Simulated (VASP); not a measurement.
# F2SiClBr in VASP: settings compared, part 2 of 2

VASP 6.6.1. The steps go on from the part before.

### 5 Relaxation of the atoms, revPBE

The input, INCAR:

```
SYSTEM = SiBrClF2
ALGO = Normal
EDIFF = 1E-7
EDIFFG = -0.005
ENCUT = 520
GGA = RE
IBRION = 2
ISIF = 2
ISMEAR = 0
LASPH = .True.
LCHARG = .False.
LREAL = .False.
LWAVE = .False.
NELM = 60
NSW = 60
PREC = Accurate
SIGMA = 0.01
```

The input, KPOINTS:

```
k-points
0
Gamma
  1 1 1
  0 0 0
```

The input, POSCAR:

```
SiBrClF2
1.0
   12.0000000000      0.0000000000      0.0000000000
    0.0000000000     12.0000000000      0.0000000000
    0.0000000000      0.0000000000     12.0000000000
F Si Cl Br
2 1 1 1
Direct
    0.6064125000      0.3790625000      0.5093416700
    0.4409708300      0.4519458300      0.6188416700
    0.4997208300      0.4546625000      0.5018083300
    0.3957541700      0.3914125000      0.3868250000
    0.5489875000      0.6244375000      0.4632333300
```

Potentials or basis: VASP PAW PBE potentials, release 64 (F, Si, Cl, Br).

Launch:

```console
> cat potpaw_PBE.64/F/POTCAR potpaw_PBE.64/Si/POTCAR potpaw_PBE.64/Cl/POTCAR potpaw_PBE.64/Br/POTCAR > POTCAR
> mpirun -np 1 vasp_gam > vasp.out
```

OUTCAR:

```text
SYSTEM = SiBrClF2
   EDIFF = 1E-7
   EDIFFG = -0.005
   ENCUT = 520
   GGA = RE
   IBRION = 2
   ISIF = 2
   ISMEAR = 0
   LASPH = .True.
   LREAL = .False.
   NELM = 60
   NSW = 60
   PREC = Accurate

 ion  position               nearest neighbor table
   1  0.606  0.379  0.509-   3 1.57
   2  0.441  0.452  0.619-   3 1.57
   3  0.500  0.455  0.502-   1 1.57   2 1.57   4 2.01   5 2.17
   4  0.396  0.391  0.387-   3 2.01
   5  0.549  0.624  0.463-   3 2.17

  LATTYP: Found a simple cubic cell.
 ALAT       =    12.0000000000

  Lattice vectors:

 A1 = (  12.0000000000,   0.0000000000,   0.0000000000)
 A2 = (   0.0000000000,  12.0000000000,   0.0000000000)
 A3 = (   0.0000000000,   0.0000000000,  12.0000000000)

Analysis of symmetry for initial positions (statically):
=====================================================================
 Subroutine PRICEL returns:
 Original cell was already a primitive cell.

 Routine SETGRP: Setting up the symmetry group for a
 simple cubic supercell.

 Subroutine GETGRP returns: Found  1 space group operations
 (whereof  1 operations were pure point group operations)
 out of a pool of 48 trial point group operations.

The static configuration has the point symmetry C_1 .

Analysis of symmetry for dynamics (positions and initial velocities):
=====================================================================
 Subroutine PRICEL returns:
 Original cell was already a primitive cell.

 Routine SETGRP: Setting up the symmetry group for a
 simple cubic supercell.

 Subroutine GETGRP returns: Found  1 space group operations
 (whereof  1 operations were pure point group operations)
 out of a pool of 48 trial point group operations.

The dynamic configuration has the point symmetry C_1 .

 Subroutine INISYM returns: Found  1 space group operations
 (whereof  1 operations are pure point group operations),
 and found     1 'primitive' translations

----------------------------------------------------------------------------------------

                                     Primitive cell

  volume of cell :    1728.0000

  direct lattice vectors                    reciprocal lattice vectors
    12.000000000  0.000000000  0.000000000     0.083333333  0.000000000  0.000000000
     0.000000000 12.000000000  0.000000000     0.000000000  0.083333333  0.000000000
     0.000000000  0.000000000 12.000000000     0.000000000  0.000000000  0.083333333

  length of vectors
    12.000000000 12.000000000 12.000000000     0.083333333  0.083333333  0.083333333

  position of ions in fractional coordinates (direct lattice)
     0.606412500  0.379062500  0.509341670
     0.440970830  0.451945830  0.618841670
     0.499720830  0.454662500  0.501808330
     0.395754170  0.391412500  0.386825000
     0.548987500  0.624437500  0.463233330

  ion indices of the primitive-cell ions
   primitive index   ion index
                 1           1
                 2           2
                 3           3
                 4           4
                 5           5

----------------------------------------------------------------------------------------

 KPOINTS: k-points

Automatic generation of k-mesh.
 Grid dimensions read from file:
 generate k-points for:    1    1    1

 Generating k-lattice:

  Cartesian coordinates                     Fractional coordinates (reciprocal lattice)
     0.083333333  0.000000000  0.000000000     1.000000000  0.000000000  0.000000000
     0.000000000  0.083333333  0.000000000     0.000000000  1.000000000  0.000000000
     0.000000000  0.000000000  0.083333333     0.000000000  0.000000000  1.000000000

  Length of vectors
     0.083333333  0.083333333  0.083333333

  Shift w.r.t. Gamma in fractional coordinates (k-lattice)
     0.000000000  0.000000000  0.000000000

 Subroutine IBZKPT returns following result:
 ===========================================

 Found      1 irreducible k-points:

 Following reciprocal coordinates:
            Coordinates               Weight
  0.000000  0.000000  0.000000      1.000000
   k-points           NKPTS =      1   k-points in BZ     NKDIM =      1   number of bands    NBANDS=     20
   number of dos      NEDOS =    301   number of ions     NIONS =      5
   total plane-waves  NPLWV = 729000
   dimension x,y,z NGX =    90 NGY =   90 NGZ =   90
   dimension x,y,z NGXF=   180 NGYF=  180 NGZF=  180
   ions per type =               2   1   1   1
   NGX,Y,Z   is equivalent  to a cutoff of  12.47, 12.47, 12.47 a.u.
   NGXF,Y,Z  is equivalent  to a cutoff of  24.94, 24.94, 24.94 a.u.
 SYSTEM =  SiBrClF2
   PREC   = accura    normal or accurate (medium, high low for compatibility)
   ISTART =      0    job   : 0-new  1-cont  2-samecut
   ICHARG =      2    charge: 1-file 2-atom 10-const
   ISPIN  =      1    spin polarized calculation?
   LNONCOLLINEAR =      F non collinear calculations
   LSORBIT =      F    spin-orbit coupling
   LASPH  =      T    aspherical Exc in radial PAW
   ENCUT  =  520.0 eV  38.22 Ry    6.18 a.u.  22.31 22.31 22.31*2*pi/ulx,y,z
   NELM   =     60;   NELMIN=  2; NELMDL= -5     # of ELM steps
   EDIFF  = 0.1E-06   stopping-criterion for ELM
   LREAL  =      F    real-space projection
   EDIFFG = -.5E-02   stopping-criterion for IOM
   NSW    =     60    number of steps for IOM
   IBRION =      2    ionic relax: 0-MD 1-quasi-New 2-CG
   NFREE  =      1    steps in history (QN), initial steepest desc. (CG)
   ISIF   =      2    stress and relaxation
   ISYM   =      2    0-nonsym 1-usesym 2-fastsym
   POTIM  = 0.5000    time-step for ionic-motion
   TEBEG  =    0.0;   TEEND  =   0.0 temperature during run
   PSTRESS=    0.0 pullay stress
   NELECT =      32.0000    total number of electrons
   NUPDOWN=      -1.0000    fix difference up-down
   EMIN   =  10.00;   EMAX   =-10.00  energy-range for DOS
   EFERMI =   0.00;   METHOD = LEGACY
   ISMEAR =     0;   SIGMA  =   0.01  broadening in eV -4-tet -1-fermi 0-gaus
   EFERMI_NEDOS =   21; number of points for ismear=-14 and -15
   IALGO  =     38    algorithm
   IMIX   =      4    mixing-type and parameters
     AMIX     =   0.40;   BMIX     =  1.00
     AMIX_MAG =   1.60;   BMIX_MAG =  1.00
  volume/ion in A,a.u.               =     345.60      2332.22
  Fermi-wavevector in a.u.,A,eV,Ry     =   0.433122  0.818482  2.552380  0.187595
  Thomas-Fermi vector in A             =   1.403327
   LORBIT       =      0    0 simple, 1 ext, 2 COOP (PROOUT), +10 PAW based schemes
   GGA     = RE    functional components
   LHFCALC =     F    Hartree Fock is set to
   AEXX    =    0.0000 exact exchange contribution
   IVDW    =     0    specifies the selected vdW correction
   LEPSILON=     F    determine dielectric tensor
   LRPA    =     F    only Hartree local field effects (RPA)
 conjugate gradient relaxation of ions
 non-spin polarized calculation
 Gauss-broadening in eV      SIGMA  =   0.01
  energy-cutoff  :      520.00
  volume of cell :     1728.00
 maximum number of plane-waves:     23293
 NGX is ok and might be reduce to    90
   NGX = 45   NGY = 45   NGZ = 45

--------------------------------------- Ionic step        1  -------------------------------------------

 number of electron      32.0000019 magnetization

 Free energy of the ion-electron system (eV)
  ---------------------------------------------------
  ext. energy  EPLUGINS =         0.00000000
  ---------------------------------------------------
  free energy    TOTEN  =       -22.09860611 eV

  energy without entropy =      -22.09860611  energy(sigma->0) =      -22.09860611

------------------------ aborting loop because EDIFF is reached ----------------------------------------

  FORCE on cell =-STRESS in cart. coord.  units (eV):
  Direction    XX          YY          ZZ          XY          YZ          ZX
  --------------------------------------------------------------------------------------
  -------------------------------------------------------------------------------------
  Total        1.7925760      1.4419283      1.7197298     -0.3268290     -0.0389702     -0.2809837
  in kB        1.6620513      1.3369357      1.5945093     -0.3030313     -0.0361326     -0.2605241
  external PRESSURE =       1.5311654 kB  Pullay stress =       0.0000000 kB
[... 98 lines left out ...]
  FREE ENERGIE OF THE ION-ELECTRON SYSTEM (eV)
  ---------------------------------------------------
  free  energy   TOTEN  =       -22.1305617412 eV

  energy  without entropy=      -22.1305617412  energy(sigma->0) =      -22.13056174

[... ionic steps 4 to 11 ...]

--------------------------------------- Ionic step       12  -------------------------------------------

 number of electron      32.0000001 magnetization

------------------------ aborting loop because EDIFF is reached ----------------------------------------
[... 73 lines left out ...]
--------------------------------------- Ionic step       14  -------------------------------------------

 number of electron      32.0000001 magnetization

 Free energy of the ion-electron system (eV)
  ---------------------------------------------------
  ext. energy  EPLUGINS =         0.00000000
  ---------------------------------------------------
  free energy    TOTEN  =       -22.13828456 eV

  energy without entropy =      -22.13828456  energy(sigma->0) =      -22.13828456

 E-fermi :  -7.4198     XC(G=0):  -0.9676

 val. band max:       -7.5387393280   @ k =   0.0000   0.0000   0.0000
 cond. band min:      -1.4282000824   @ k =   0.0000   0.0000   0.0000
 fundamental gap:      6.1105392456
 Fermi energy:        -7.4198279723

 k-point     1 :       0.0000    0.0000    0.0000
  band No.  band energies     occupation
      1     -30.4279      2.00000
      2     -29.9598      2.00000
      3     -21.2680      2.00000
      4     -20.3786      2.00000
      5     -13.9839      2.00000
      6     -12.1790      2.00000
[... 44 lines left out ...]
  FREE ENERGIE OF THE ION-ELECTRON SYSTEM (eV)
  ---------------------------------------------------
  free  energy   TOTEN  =       -22.1382845633 eV

  energy  without entropy=      -22.1382845633  energy(sigma->0) =      -22.13828456

 reached required accuracy - stopping structural energy minimisation
```

OSZICAR:

```text
N       E                     dE             d eps       ncg     rms          rms(c)
DAV:   1     0.297709823347E+03    0.29771E+03   -0.96766E+03    56   0.100E+03
DAV:   2     0.972976911731E+02   -0.20041E+03   -0.18681E+03    56   0.185E+02
DAV:   3    -0.146988162606E+02   -0.11200E+03   -0.11116E+03    72   0.114E+02
DAV:   4    -0.233714729293E+02   -0.86727E+01   -0.86602E+01    48   0.418E+01
[... 191 lines left out ...]
  13 F= -.22138284E+02 E0= -.22138284E+02  d E =-.216288E-05
       N       E                     dE             d eps       ncg     rms          rms(c)
DAV:   1    -0.221382841471E+02    0.25940E-06   -0.90275E-05    48   0.736E-02    0.435E-03
DAV:   2    -0.221382845033E+02   -0.35618E-06   -0.29797E-06    48   0.129E-02    0.162E-03
DAV:   3    -0.221382845633E+02   -0.60053E-07   -0.26539E-08    32   0.178E-03
  14 F= -.22138285E+02 E0= -.22138285E+02  d E =-.235239E-05
```

CONTCAR:

```text
SiBrClF2
   1.00000000000000
    12.0000000000000000    0.0000000000000000    0.0000000000000000
     0.0000000000000000   12.0000000000000000    0.0000000000000000
     0.0000000000000000    0.0000000000000000   12.0000000000000000
  F               Si              Cl              Br
     2     1     1     1
Direct
     0.6081668495099443    0.3777322534985915    0.5093321603506498
     0.4399019838822529    0.4519060084631538    0.6207457446110980
     0.4995843425501577    0.4548580160339489    0.5014771832627192
     0.3946231298091218    0.3906242027070148    0.3856634638902870
     0.5495695242485255    0.6264003492972924    0.4628314478852518

  0.00000000E+00  0.00000000E+00  0.00000000E+00
  0.00000000E+00  0.00000000E+00  0.00000000E+00
  0.00000000E+00  0.00000000E+00  0.00000000E+00
  0.00000000E+00  0.00000000E+00  0.00000000E+00
  0.00000000E+00  0.00000000E+00  0.00000000E+00
```

Wall time 9.3 min (1 thread of Intel Xeon 6975P-C (Granite Rapids), shared host); peak memory 1.3 GiB.

What came out:

| Quantity | Value |
| --- | --- |
| Free energy | -22.1383 eV |
| Energy gained by relaxing | 7.9 meV/atom |
| Ionic steps | 14 |
| Largest force after relaxing | 0.004 eV/Å |
| Gap between the frontier levels | 6.11 eV |

Forces on the atoms (eV/Å):
```
F   -0.001  0.001 -0.002
F   -0.001  0.002  0.001
Si   0.000 -0.003 -0.003
Cl   0.000 -0.001  0.002
Br   0.001  0.000  0.002
```

The path:
```tsv
step	energy change (eV)	largest force (eV/Å)	pressure (GPa)
1	0.0000	1.0868	0.15
2	0.0288	1.9560	-0.10
3	-0.0320	0.4495	0.04
4	-0.0389	0.1475	-0.02
5	-0.0396	0.0472	-0.01
6	-0.0396	0.0495	-0.01
7	-0.0396	0.0359	-0.01
8	-0.0397	0.0123	-0.01
9	-0.0397	0.0069	-0.01
10	-0.0397	0.0081	-0.01
11	-0.0397	0.0105	-0.01
12	-0.0397	0.0076	-0.01
13	-0.0397	0.0059	-0.01
14	-0.0397	0.0040	-0.01
```

Final structure:
```
F Si Cl Br
1.0
    12.00000    0.00000    0.00000
     0.00000   12.00000    0.00000
     0.00000    0.00000   12.00000
F Si Cl Br
2 1 1 1
Direct
  0.60817 0.37773 0.50933
  0.43990 0.45191 0.62075
  0.49958 0.45486 0.50148
  0.39462 0.39062 0.38566
  0.54957 0.62640 0.46283
```

Caveat: the PAW data sets were made with another functional, which shifts forces and pressure a little.

### 6 For comparison

An earlier run on the cell as given: functional PBE; potentials or basis VASP PAW PBE potentials, release 64 (F, Si, Cl, Br); cutoff 520 eV; k mesh 1 × 1 × 1; occupations gaussian, width 0.01 eV; no spin polarisation.

* Largest force: 0.878 eV/Å
* Gap between the frontier levels: 6.32 eV

### 7 The runs side by side

```csv
task,level,potentials or basis,cell,cutoff (eV),grid for exact exchange (PRECFOCK),screening parameter,exchange at q = 0,gap on the mesh (eV),largest force (eV/Å)
relaxation of the atoms,r2SCAN+D3(BJ),"VASP PAW PBE potentials, release 64 (F, Si, Cl, Br)",atoms relaxed,520,-,-,-,7.18,0.01
single point,HSE06+TS,"VASP PAW PBE potentials, release 64 (F, Si, Cl, Br)",as given,520,Fast,0.2 1/A,-,7.77,0.30
single point,PBE0,"VASP PAW PBE potentials, release 64 (F_s, Si, Cl, Br)",as given,400,Fast,-,default,8.48,0.72
relaxation of the atoms,revPBE,"VASP PAW PBE potentials, release 64 (F, Si, Cl, Br)",atoms relaxed,520,-,-,-,6.11,-
single point,PBE,"VASP PAW PBE potentials, release 64 (F, Si, Cl, Br)",as given,520,-,-,-,6.32,0.88
```

Alike in all rows: no spin polarisation; k mesh 1 × 1 × 1; smearing gaussian 0.01 eV.

Caveats: the PAW data sets were made with another functional, which shifts forces and pressure a little (some runs).

Total energies depend on the potentials used, so only differences within one code and one set of settings carry meaning.
